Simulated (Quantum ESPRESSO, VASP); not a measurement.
Equation of state of CeC under PBE

Space group Fm-3m (No. 225). a = 5.192 Å, b = 5.192 Å, c = 5.192 Å, α = 90.00°, β = 90.00°, γ = 90.00°
```csv
atom,site,symmetry,x,y,z
Ce,4a,m-3m,0.0000,0.0000,0.0000
C,4b,m-3m,0.5000,0.0000,0.0000
```

The cell comes from a database or a generator and needn't be the stable form of this composition.

The cell was scaled at fixed shape and fractions and run with VASP, PBE PAW files C, Ce, 520 eV; PBE, k mesh 9 × 9 × 9 on the cell of 2 atoms, fermi-dirac occupations of 0.05 eV, collinear spin, ferromagnetic start, no spin-orbit coupling. Energies are those that the program minimises, any entropy of the smearing included. For a metal such a mesh isn't converged to the digits shown. The magnetic state is the one that the start led to, which needn't be the lowest. Plain semilocal runs treat an open f shell poorly.

| V (Å³/atom) | energy over the lowest row (meV/atom) |
| --- | --- |
| 16.4466 | 24.636 |
| 16.7965 | ? |
| 17.1465 | 2.517 |
| 17.4964 | 0.000 |
| 17.8463 | 2.445 |
| 18.1963 | 9.272 |
| 18.5462 | 20.094 |

**Question.** Fit the third-order Birch-Murnaghan form, give V0, B0 and B′, and predict the energy left open.

**Answer.** With y = (V0/V)^(2/3), E = E0 + (9 V0 B0/16) [(y - 1)³ B′ + (y - 1)² (6 - 4y)]. Least squares through the rows shown give V0 = 17.4929 Å³/atom, E0 = 0.010 meV, B0 = 112.8 GPa (1 eV/Å³ = 160.218 GPa) and B′ = 4.42, with a largest miss of 0.011 meV. At V = 16.7965 the form with these constants gives 10.513 meV; the run gave 10.509 meV an atom. Other set-ups at this level, from all their volumes (Å³/atom, GPa): Quantum ESPRESSO, SSSP 1.3 efficiency PBE: V0 17.532, B0 112.8.
